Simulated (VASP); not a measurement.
```yaml
crystal:
  lattice:
    - [4.60844, 0.00000, 0.00000]
    - [0.00000, 4.60844, 0.00000]
    - [0.00000, 0.00000, 2.96066]
  atoms:
    - { symbol: Ti, position: [0.00000, 0.00000, 0.00000] }
    - { symbol: Ti, position: [0.50000, 0.50000, 0.50000] }
    - { symbol: O, position: [0.30447, 0.30447, 0.00000] }
    - { symbol: O, position: [0.80447, 0.19553, 0.50000] }
    - { symbol: O, position: [0.19553, 0.80447, 0.50000] }
    - { symbol: O, position: [0.69553, 0.69553, 0.00000] }
```

All values below come from PBE GGA with D4 dispersion, VASP's PBE PAW potentials (set 64) (plane waves; VASP). Run with 520 eV cut-off, 6×6×8 Γ-centred mesh, tetrahedra with Blöchl corrections, potentials Ti_sv O.

The cores are frozen, which limits the accuracy of field gradients.

**Question.** Give the principal components of the electric field gradient (V/Å²) and the asymmetry η at each nucleus.

**Answer.** 
```tsv
atom	Vxx	Vyy	Vzz	η
Ti1	13.6	6.9	-20.4	0.33
Ti2	13.6	6.9	-20.4	0.33
O3	-22.2	-1.0	23.3	0.91
O4	-22.2	-1.0	23.3	0.91
O5	-22.2	-1.0	23.3	0.91
O6	-22.2	-1.0	23.3	0.91
```

The compound is TiO2 in the rutile structure. It was relaxed first.
